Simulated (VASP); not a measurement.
Output of a VASP run:

File OSZICAR:
```
...
   3 F= -.12228322E+02 E0= -.12228322E+02  d E =-.992890E-02
       N       E                     dE             d eps       ncg     rms          rms(c)
DAV:   1    -0.122479713519E+02   -0.19649E-01   -0.82388E-01   955   0.629E+00    0.709E-01
DAV:   2    -0.122375748539E+02    0.10396E-01   -0.48972E-02  1126   0.216E+00    0.399E-01
DAV:   3    -0.122324140621E+02    0.51608E-02   -0.10444E-02  1115   0.874E-01    0.163E-01
DAV:   4    -0.122320206973E+02    0.39336E-03   -0.17719E-03  1161   0.456E-01    0.431E-02
DAV:   5    -0.122320287853E+02   -0.80880E-05   -0.21691E-04  1397   0.128E-01    0.186E-02
DAV:   6    -0.122320441424E+02   -0.15357E-04   -0.35930E-05  1166   0.684E-02    0.433E-03
DAV:   7    -0.122320468816E+02   -0.27392E-05   -0.59486E-06  1001   0.241E-02    0.346E-03
DAV:   8    -0.122320478384E+02   -0.95674E-06   -0.14738E-06  1153   0.124E-02    0.124E-03
DAV:   9    -0.122320480691E+02   -0.23068E-06   -0.34051E-07   854   0.500E-03    0.435E-04
DAV:  10    -0.122320480973E+02   -0.28267E-07   -0.44197E-08   855   0.176E-03
   4 F= -.12232048E+02 E0= -.12232048E+02  d E =-.372612E-02
       N       E                     dE             d eps       ncg     rms          rms(c)
DAV:   1    -0.122491360092E+02   -0.17088E-01   -0.81579E-01   954   0.627E+00    0.705E-01
DAV:   2    -0.122387495859E+02    0.10386E-01   -0.48683E-02  1114   0.215E+00    0.397E-01
DAV:   3    -0.122336365613E+02    0.51130E-02   -0.10314E-02  1103   0.867E-01    0.163E-01
DAV:   4    -0.122332374329E+02    0.39913E-03   -0.17645E-03  1180   0.452E-01    0.427E-02
DAV:   5    -0.122332458117E+02   -0.83788E-05   -0.21609E-04  1382   0.127E-01    0.186E-02
DAV:   6    -0.122332618260E+02   -0.16014E-04   -0.35495E-05  1190   0.685E-02    0.431E-03
DAV:   7    -0.122332647333E+02   -0.29073E-05   -0.59385E-06  1002   0.238E-02    0.347E-03
DAV:   8    -0.122332657351E+02   -0.10018E-05   -0.15269E-06  1168   0.125E-02    0.124E-03
DAV:   9    -0.122332659774E+02   -0.24236E-06   -0.36710E-07   849   0.517E-03    0.441E-04
DAV:  10    -0.122332660059E+02   -0.28533E-07   -0.44834E-08   872   0.177E-03
   5 F= -.12233266E+02 E0= -.12233266E+02  d E =-.494403E-02
       N       E                     dE             d eps       ncg     rms          rms(c)
DAV:   1    -0.122332913868E+02   -0.25409E-04   -0.12975E-03   954   0.250E-01    0.280E-02
DAV:   2    -0.122332746828E+02    0.16704E-04   -0.77003E-05  1117   0.110E-01    0.158E-02
DAV:   3    -0.122332664723E+02    0.82104E-05   -0.16748E-05  1207   0.477E-02    0.649E-03
DAV:   4    -0.122332659077E+02    0.56466E-06   -0.30458E-06  1276   0.175E-02    0.173E-03
DAV:   5    -0.122332659178E+02   -0.10108E-07   -0.39346E-07   944   0.537E-03
   6 F= -.12233266E+02 E0= -.12233266E+02  d E =-.494394E-02
       N       E                     dE             d eps       ncg     rms          rms(c)
DAV:   1    -0.122332928360E+02   -0.26928E-04   -0.99481E-03   952   0.529E-01    0.371E-02
DAV:   2    -0.122333215313E+02   -0.28695E-04   -0.48601E-04  1198   0.173E-01    0.155E-02
DAV:   3    -0.122333157597E+02    0.57716E-05   -0.12911E-05  1135   0.370E-02    0.963E-03
DAV:   4    -0.122333145028E+02    0.12570E-05   -0.51338E-06  1178   0.228E-02    0.319E-03
DAV:   5    -0.122333146202E+02   -0.11742E-06   -0.97441E-07  1255   0.884E-03    0.113E-03
DAV:   6    -0.122333146490E+02   -0.28780E-07   -0.59059E-08   523   0.241E-03
   7 F= -.12233315E+02 E0= -.12233315E+02  d E =-.487312E-04
```

### OUTCAR
```
------------------------ aborting loop because EDIFF is reached ----------------------------------------
  FORCE on cell =-STRESS in cart. coord.  units (eV):
  Direction    XX          YY          ZZ          XY          YZ          ZX
  --------------------------------------------------------------------------------------
  Total        0.0326592      0.0326593      0.0321926      0.0000000     -0.0000000      0.0000000
  in kB        0.5925736      0.5925737      0.5841060      0.0000000     -0.0000000      0.0000000
  external PRESSURE =       0.5897511 kB  Pullay stress =       0.0000000 kB
  volume of cell :       88.30
      direct lattice vectors                 reciprocal lattice vectors
     1.907303720 -3.303547128 -0.000000000     0.262150173 -0.151352465  0.000000000
     1.907303720  3.303547128  0.000000000     0.262150173  0.151352465 -0.000000000
    -0.000000000  0.000000000  7.007193563    -0.000000000 -0.000000000  0.142710486
 POSITION                                       TOTAL-FORCE (eV/Angst)
 -----------------------------------------------------------------------------------
      0.00000      0.00000      0.00000         0.000000     -0.000000     -0.000000
      1.90730      1.10118      1.58209         0.000000      0.000000     -0.003054
      1.90730     -1.10118      5.42510        -0.000000     -0.000000      0.003054
 -----------------------------------------------------------------------------------
    total drift:                               -0.000000      0.000000      0.000000
  FREE ENERGIE OF THE ION-ELECTRON SYSTEM (eV)
  ---------------------------------------------------
  free  energy   TOTEN  =       -12.2333146490 eV

  energy  without entropy=      -12.2333146490  energy(sigma->0) =      -12.23331465

 reached required accuracy - stopping structural energy minimisation
```
(Selected blocks of OUTCAR.)

File POSCAR:
```
SnSe2
1
    1.9288820238    -3.3409218822     0.0000000000
    1.9288820238     3.3409218822     0.0000000000
    0.0000000000     0.0000000000     6.8512922038
Sn Se
1 2
Direct
  1.0000000000   0.0000000000   0.0000000000
  0.3333330000   0.6666670000   0.2329480830
  0.6666670000   0.3333330000   0.7670519170
```

**Question.** Write an INCAR and KPOINTS that could have produced this output.

**Answer.** One answer among several that fit: the input of the run itself, AM05 GGA, plane waves, VASP's PBE PAW potentials (set 64).

INCAR:
```
SYSTEM = SnSe2
PREC = Accurate
ENCUT = 520
EDIFF = 1E-7
NELM = 100
ALGO = Normal
LREAL = .FALSE.
LASPH = .TRUE.
ISMEAR = 0
SIGMA = 0.05
GGA = AM
LMAXMIX = 4
LWAVE = .FALSE.
LCHARG = .FALSE.
ISIF = 4
IBRION = 2
NSW = 30
EDIFFG = -0.01
```

File KPOINTS:
```
Automatic mesh
0
Gamma
7 7 4
0 0 0
```

POTCAR, in this order: Sn_d Se (PBE.64 set). Program: vasp_std.

Without a dispersion term in the relaxation, distances and binding between the weakly bound layers, chains or molecules are unreliable, and so is what depends on them.

The compound is SnSe2 in the 1T layered structure. This cell is one point of a volume scan, at 1.03 of the reference volume. Symmetry was kept, so distortions that lower it aren't found.
